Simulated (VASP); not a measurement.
These are PBEsol GGA, VASP's PBE PAW potentials (set 64) (plane waves; VASP) values and carry that method's errors.

VASP ran on this input.

INCAR:
```
EDIFFG = -0.01   ! ionic stop
ISMEAR = 1
LCHARG = .False.
LMAXMIX = 6
LASPH = .True.   ! aspherical one-centre terms
ISIF = 3
GGA = PS   ! PBEsol
PREC = Accurate
NELM = 100
SYSTEM = TaSi
IBRION = 2   ! conjugate gradients
LWAVE = .False.
ALGO = Normal   ! blocked Davidson
NSW = 60
SIGMA = 0.1
EDIFF = 1E-6
LREAL = .False.   ! projection in real space or not
ENCUT = 400   ! plane-wave cut-off (eV)
```

POSCAR:
```
TaSi
1
    3.4849930000     0.0000000000     0.0000000000
   -1.7424970000     3.0180930000     0.0000000000
    0.0000000000     0.0000000000     3.4011810000
Ta Si
1 1
Direct
  0.0000000000   0.0000000000   0.0000000000
  0.6666670000   0.3333330000   0.5000000000
```

File KPOINTS:
```
Regular mesh
0
Gamma
11 11 10
```

POTCAR, in this order: Ta_pv Si (PBE.64 set). Program: vasp_std.

Output of the run:

File OSZICAR:
```
...
DAV:   5    -0.184514386018E+02    0.29453E-02   -0.21523E-02  2380   0.173E+00    0.469E-01
DAV:   6    -0.184514539916E+02   -0.15390E-04   -0.27118E-03  2392   0.465E-01    0.530E-02
DAV:   7    -0.184514178430E+02    0.36149E-04   -0.99788E-05  2421   0.101E-01    0.241E-02
DAV:   8    -0.184514136363E+02    0.42067E-05   -0.26012E-05  2437   0.401E-02    0.523E-03
DAV:   9    -0.184514133743E+02    0.26206E-06   -0.86562E-07  1356   0.817E-03
   2 F= -.18451413E+02 E0= -.18451360E+02  d E =-.155600E-01
       N       E                     dE             d eps       ncg     rms          rms(c)
DAV:   1    -0.190627183172E+02   -0.61130E+00   -0.15920E+01  2214   0.527E+01    0.607E+00
DAV:   2    -0.186222484329E+02    0.44047E+00   -0.90803E-01  2208   0.105E+01    0.187E+00
DAV:   3    -0.185561959124E+02    0.66053E-01   -0.17123E-01  2470   0.423E+00    0.505E-01
DAV:   4    -0.185519747135E+02    0.42212E-02   -0.15743E-02  2412   0.973E-01    0.199E-01
DAV:   5    -0.185519557467E+02    0.18967E-04   -0.16030E-03  2443   0.424E-01    0.152E-01
DAV:   6    -0.185519774112E+02   -0.21664E-04   -0.25969E-04  2423   0.121E-01    0.323E-02
DAV:   7    -0.185519758075E+02    0.16037E-05   -0.11252E-05  2462   0.277E-02    0.119E-02
DAV:   8    -0.185519752256E+02    0.58187E-06   -0.52857E-07  1353   0.721E-03
   3 F= -.18551975E+02 E0= -.18551582E+02  d E =-.116122E+00
       N       E                     dE             d eps       ncg     rms          rms(c)
DAV:   1    -0.191680212123E+02   -0.61605E+00   -0.17267E+01  2118   0.396E+01    0.312E+00
DAV:   2    -0.188081542204E+02    0.35987E+00   -0.49491E-01  2379   0.569E+00    0.150E+00
DAV:   3    -0.187157835376E+02    0.92371E-01   -0.22899E-01  2499   0.360E+00    0.469E-01
DAV:   4    -0.187156838239E+02    0.99714E-04   -0.13843E-02  2408   0.857E-01    0.395E-01
DAV:   5    -0.187157343785E+02   -0.50555E-04   -0.11506E-03  2531   0.263E-01    0.547E-02
DAV:   6    -0.187156539925E+02    0.80386E-04   -0.39026E-04  2352   0.135E-01    0.191E-02
DAV:   7    -0.187156528612E+02    0.11312E-05   -0.13943E-05  2418   0.293E-02    0.957E-03
DAV:   8    -0.187156526805E+02    0.18073E-06   -0.81952E-07  1410   0.678E-03
   4 F= -.18715653E+02 E0= -.18716142E+02  d E =-.163677E+00
       N       E                     dE             d eps       ncg     rms          rms(c)
DAV:   1    -0.207765387173E+02   -0.20609E+01   -0.76030E+01  2124   0.840E+01    0.703E+00
DAV:   2    -0.192863243395E+02    0.14902E+01   -0.25442E+00  2506   0.130E+01    0.325E+00
DAV:   3    -0.189658523841E+02    0.32047E+00   -0.56559E-01  2452   0.656E+00    0.111E+00
DAV:   4    -0.189510591726E+02    0.14793E-01   -0.60826E-02  2645   0.214E+00    0.909E-01
DAV:   5    -0.189510774920E+02   -0.18319E-04   -0.46858E-03  2565   0.624E-01    0.139E-01
DAV:   6    -0.189507213317E+02    0.35616E-03   -0.12157E-03  2400   0.296E-01    0.563E-02
DAV:   7    -0.189507202964E+02    0.10354E-05   -0.73764E-05  2770   0.801E-02    0.221E-02
DAV:   8    -0.189507197763E+02    0.52002E-06   -0.20487E-06  2198   0.135E-02
   5 F= -.18950720E+02 E0= -.18950608E+02  d E =-.398745E+00
       N       E                     dE             d eps       ncg     rms          rms(c)
DAV:   1    -0.193101870614E+02   -0.35947E+00   -0.15276E+01  2175   0.389E+01    0.356E+00
DAV:   2    -0.189988906354E+02    0.31130E+00   -0.50574E-01  2509   0.614E+00    0.163E+00
DAV:   3    -0.189327357874E+02    0.66155E-01   -0.10372E-01  2414   0.316E+00    0.549E-01
DAV:   4    -0.189277320666E+02    0.50037E-02   -0.12165E-02  2699   0.101E+00    0.459E-01
DAV:   5    -0.189276902911E+02    0.41776E-04   -0.89225E-04  2463   0.261E-01    0.614E-02
DAV:   6    -0.189276656385E+02    0.24653E-04   -0.12895E-04  2563   0.113E-01    0.269E-02
DAV:   7    -0.189276644828E+02    0.11557E-05   -0.43895E-06  2446   0.188E-02    0.942E-03
DAV:   8    -0.189276645648E+02   -0.82026E-07   -0.20992E-07  1206   0.371E-03
   6 F= -.18927665E+02 E0= -.18927968E+02  d E =-.375689E+00
       N       E                     dE             d eps       ncg     rms          rms(c)
DAV:   1    -0.190539954441E+02   -0.12633E+00   -0.41026E+00  2187   0.206E+01    0.181E+00
DAV:   2    -0.189731209620E+02    0.80874E-01   -0.11972E-01  2541   0.308E+00    0.873E-01
DAV:   3    -0.189538216656E+02    0.19299E-01   -0.35163E-02  2402   0.178E+00    0.263E-01
DAV:   4    -0.189533102972E+02    0.51137E-03   -0.23629E-03  2797   0.426E-01    0.231E-01
DAV:   5    -0.189532885998E+02    0.21697E-04   -0.19521E-04  2518   0.114E-01    0.242E-02
DAV:   6    -0.189532822361E+02    0.63637E-05   -0.45521E-05  2502   0.557E-02    0.966E-03
DAV:   7    -0.189532816052E+02    0.63089E-06   -0.37259E-06  2374   0.148E-02
   7 F= -.18953282E+02 E0= -.18953186E+02  d E =-.401306E+00
       N       E                     dE             d eps       ncg     rms          rms(c)
DAV:   1    -0.205861050864E+02   -0.16328E+01   -0.50551E+01  2277   0.919E+01    0.981E+00
DAV:   2    -0.189309549682E+02    0.16552E+01   -0.49382E+00  2473   0.224E+01    0.301E+00
DAV:   3    -0.187882592818E+02    0.14270E+00   -0.39846E-01  2460   0.532E+00    0.130E+00
DAV:   4    -0.187455022687E+02    0.42757E-01   -0.88500E-02  2470   0.302E+00    0.512E-01
DAV:   5    -0.187451750568E+02    0.32721E-03   -0.58261E-03  2792   0.801E-01    0.311E-01
DAV:   6    -0.187453492918E+02   -0.17423E-03   -0.72979E-04  2410   0.191E-01    0.305E-02
DAV:   7    -0.187453487413E+02    0.55049E-06   -0.22538E-05  2451   0.418E-02    0.203E-02
DAV:   8    -0.187453484232E+02    0.31806E-06   -0.14159E-06  1773   0.115E-02
   8 F= -.18745348E+02 E0= -.18745272E+02  d E =0.207933E+00
       N       E                     dE             d eps       ncg     rms          rms(c)
DAV:   1    -0.198796157141E+02   -0.11343E+01   -0.25632E+01  2262   0.613E+01    0.712E+00
DAV:   2    -0.190905019167E+02    0.78911E+00   -0.20117E+00  2315   0.153E+01    0.247E+00
DAV:   3    -0.189982987419E+02    0.92203E-01   -0.15134E-01  2653   0.419E+00    0.873E-01
DAV:   4    -0.189767852287E+02    0.21514E-01   -0.37093E-02  2364   0.204E+00    0.427E-01
DAV:   5    -0.189766612813E+02    0.12395E-03   -0.29387E-03  2634   0.582E-01    0.208E-01
DAV:   6    -0.189767257620E+02   -0.64481E-04   -0.34153E-04  2446   0.151E-01    0.298E-02
DAV:   7    -0.189767212554E+02    0.45067E-05   -0.29698E-05  2466   0.605E-02    0.155E-02
DAV:   8    -0.189767212979E+02   -0.42493E-07   -0.21684E-06  2283   0.131E-02
   9 F= -.18976721E+02 E0= -.18976708E+02  d E =-.234397E-01
       N       E                     dE             d eps       ncg     rms          rms(c)
DAV:   1    -0.189775392409E+02   -0.81799E-03   -0.18054E-02  2289   0.170E+00    0.196E-01
DAV:   2    -0.189769643783E+02    0.57486E-03   -0.14985E-03  2398   0.411E-01    0.635E-02
DAV:   3    -0.189769082744E+02    0.56104E-04   -0.10188E-04  2522   0.104E-01    0.240E-02
DAV:   4    -0.189768939308E+02    0.14344E-04   -0.27396E-05  2429   0.553E-02    0.110E-02
DAV:   5    -0.189768945306E+02   -0.59975E-06   -0.16922E-06  1659   0.148E-02
  10 F= -.18976895E+02 E0= -.18976890E+02  d E =-.236129E-01
       N       E                     dE             d eps       ncg     rms          rms(c)
DAV:   1    -0.189914074153E+02   -0.14513E-01   -0.49702E-01  2157   0.708E+00    0.624E-01
DAV:   2    -0.189810760579E+02    0.10331E-01   -0.15073E-02  2527   0.107E+00    0.298E-01
DAV:   3    -0.189787154656E+02    0.23606E-02   -0.40982E-03  2422   0.602E-01    0.933E-02
DAV:   4    -0.189786280852E+02    0.87380E-04   -0.32075E-04  2821   0.156E-01    0.801E-02
DAV:   5    -0.189786228085E+02    0.52767E-05   -0.27052E-05  2543   0.436E-02    0.973E-03
DAV:   6    -0.189786218562E+02    0.95225E-06   -0.65933E-06  2509   0.220E-02
  11 F= -.18978622E+02 E0= -.18978500E+02  d E =-.172733E-02
```

### OUTCAR
```
------------------------ aborting loop because EDIFF is reached ----------------------------------------
  FORCE on cell =-STRESS in cart. coord.  units (eV):
  Direction    XX          YY          ZZ          XY          YZ          ZX
  --------------------------------------------------------------------------------------
  Total        0.0132172      0.0132172      0.0008713     -0.0000000      0.0000000      0.0000000
  in kB        0.6767676      0.6767678      0.0446150     -0.0000001      0.0000000      0.0000000
  external PRESSURE =       0.4660501 kB  Pullay stress =       0.0000000 kB
  volume of cell :       31.29
      direct lattice vectors                 reciprocal lattice vectors
     3.002797039  0.000000079  0.000000000     0.333022836  0.192270850 -0.000000000
    -1.501398882  2.600498790  0.000000000    -0.000000010  0.384541607  0.000000000
     0.000000000 -0.000000000  4.007083825    -0.000000000 -0.000000000  0.249558044
 POSITION                                       TOTAL-FORCE (eV/Angst)
 -----------------------------------------------------------------------------------
      0.00000      0.00000      0.00000        -0.000000     -0.000000     -0.000000
      1.50140      0.86683      2.00354         0.000000      0.000000      0.000000
 -----------------------------------------------------------------------------------
    total drift:                               -0.000052      0.000027     -0.000000
  FREE ENERGIE OF THE ION-ELECTRON SYSTEM (eV)
  ---------------------------------------------------
  free  energy   TOTEN  =       -18.9786218562 eV

  energy  without entropy=      -18.9782577302  energy(sigma->0) =      -18.97850048

 reached required accuracy - stopping structural energy minimisation
```
(Selected blocks of OUTCAR.)

File CONTCAR:
```
TaSi
   1.00000000000000
     3.0027970394466408    0.0000000794214387    0.0000000000000000
    -1.5013988817605564    2.6004987897039844    0.0000000000000000
     0.0000000000000000   -0.0000000000000000    4.0070838246835159
  Ta              Si
     1     1
Direct
     0.0000000000000000    0.0000000000000000    0.0000000000000000
     0.6666669999999968    0.3333330000000032    0.5000000000000000
```

File OUTCAR:
```
 val. band max:        7.9020474629   @ k =   0.0909   0.0000   0.4000

 cond. band min:       7.9304269765   @ k =   0.1818   0.0000   0.5000


 Fermi energy:         7.9032718717

 k-point     1 :       0.0000    0.0000    0.0000
  band No.  band energies     occupation
      1     -26.4472      2.00000
      2     -25.8336      2.00000
      3     -25.8336      2.00000
      4      -4.1400      2.00000
      5       3.7823      2.00000
      6       6.0902      2.00000
      7       7.9625      0.16716
      8       7.9625      0.16712
      9      10.7840      0.00000
     10      10.7841      0.00000
     11      15.1687      0.00000

 k-point     2 :       0.0909    0.0000    0.0000
  band No.  band energies     occupation
      1     -26.4375      2.00000
      2     -25.8974      2.00000
      3     -25.8480      2.00000
      4      -3.9329      2.00000
      5       4.0315      2.00000
      6       5.8612      2.00000
      7       7.5466      2.00001
      8       8.1979     -0.00025
      9      10.6473      0.00000
     10      11.0283      0.00000
     11      13.8747      0.00000

 k-point     3 :       0.1818    0.0000    0.0000
  band No.  band energies     occupation
      1     -26.4114      2.00000
      2     -26.0657      2.00000
      3     -25.8867      2.00000
      4      -3.3319      2.00000
      5       4.6447      2.00000
      6       5.3400      2.00000
      7       6.6337      2.00000
      8       8.8625     -0.00000
      9      10.3061      0.00000
     10      11.5433      0.00000
     11      11.8744      0.00000

 k-point     4 :       0.2727    0.0000    0.0000
  band No.  band energies     occupation
      1     -26.3769      2.00000
      2     -26.2795      2.00000
      3     -25.9368      2.00000
      4      -2.3896      2.00000
      5       4.7823      2.00000
      6       4.8436      2.00000
      7       5.9101      2.00000
      8       9.7990     -0.00000
      9       9.9053      0.00000
...
```

Energy and stress use the plane-wave basis of the starting cell. Unless said otherwise, spin-orbit coupling is left out, though it shifts the bands of the heavy elements here.

The structure was generated: TaSi was put into the WC type (P-6m2), which need not be its known phase. This run relaxes it. Symmetry was kept, so distortions that lower it aren't found. The electron count is odd and the run is not spin-polarised, which forces a metal.
